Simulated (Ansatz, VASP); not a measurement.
**NaB4: VASP beside Ansatz**

```
CELL_PARAMETERS angstrom
3.12854 0.00000 0.00000
0.00000 4.10037 0.00000
0.00000 0.00000 11.05817
ATOMIC_POSITIONS crystal
Na 0.50000 0.50000 0.25000
Na 0.50000 0.50000 0.75000
B 0.50000 0.00000 0.08361
B 0.50000 0.00000 0.58361
B 0.00000 0.00000 0.40482
B 0.00000 0.00000 0.90482
B 0.00000 0.00000 0.09518
B 0.00000 0.00000 0.59518
B 0.50000 0.00000 0.41639
B 0.50000 0.00000 0.91639
```

Alike in both runs: task single point; functional PBE; k mesh 8 × 6 × 2; occupations gaussian, width 0.2 eV; no spin polarisation.

```csv
,VASP,Ansatz
version,VASP 6.6.1,Ansatz 0.2.0
potentials or method,"VASP PAW PBE potentials, release 64 (Na_pv, B)","scalar-relativistic, plane waves, PAW"
plane-wave cutoff (eV),520,420
valence electrons in the cell,38,42
```

|  | VASP | Ansatz | Ansatz less VASP |
| --- | --- | --- | --- |
| gap on the k mesh at the Fermi level (eV) | none | none | - |
| pressure (GPa) | 0.0 | 0.0 | +0.02 |
| largest component of the traceless stress (GPa) | 0.70 | 0.72 | +0.024 |
| rms of the force components (eV/Å) | 0.010 | 0.011 | +0.0008 |

Atom by atom the forces differ by 0.001 eV/Å (rms over components). A gap of «none» marks a metal or a gap that the smearing closes. The two sets of potentials don't hold the same shells in valence.
